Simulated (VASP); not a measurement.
Runs of VASP 6.6.1 on CdTe4. All rows change the cell; the cell of one of them follows. The structure is cubic, space group Pm-3m (No. 221). Conventional cell: a = 5.598 Å, b = 5.598 Å, c = 5.598 Å, α = 90.00°, β = 90.00°, γ = 90.00°. Cd (site symmetry m-3m) has 12 Te at 3.96 Å as nearest neighbours. Te (site symmetry 4/mmm) has 2 Te at 2.80 Å as nearest neighbours. Te (site symmetry m-3m) has 6 Te at 2.80 Å as nearest neighbours. The cell was built by a generator and needn't be a form met in nature.

```csv
task,cell,k mesh,cutoff (eV),gap on the mesh (eV),pressure (GPa),relaxed volume (Å³/atom)
relaxation of cell and atoms,"relaxed from: random cell by space group and Wyckoff sites (Pm-3m, No. 221)",4 × 4 × 4,600,none,0.0,(a)
relaxation of cell and atoms,"relaxed from: random cell by space group and Wyckoff sites (Pm-3m, No. 221)",8 × 8 × 8,600,none,0.0,39.00
single point,"random cell by space group and Wyckoff sites (Pm-3m, No. 221)",8 × 8 × 8,520,none,-0.1,-
single point,"random cell by space group and Wyckoff sites (Pm-3m, No. 221)",4 × 4 × 4,520,none,0.2,-
```

Alike in all rows: level PBE; potentials or basis VASP PAW PBE potentials, release 64 (Cd, Te); no spin polarisation; smearing gaussian 0.1 eV.

Q: Fill in the values left out.

A: (a) 39.59.

A k mesh can miss the band edges, and the runs leave out spin-orbit coupling on Cd, Te.

A gap of «none» marks a metal or a gap under the smearing width.
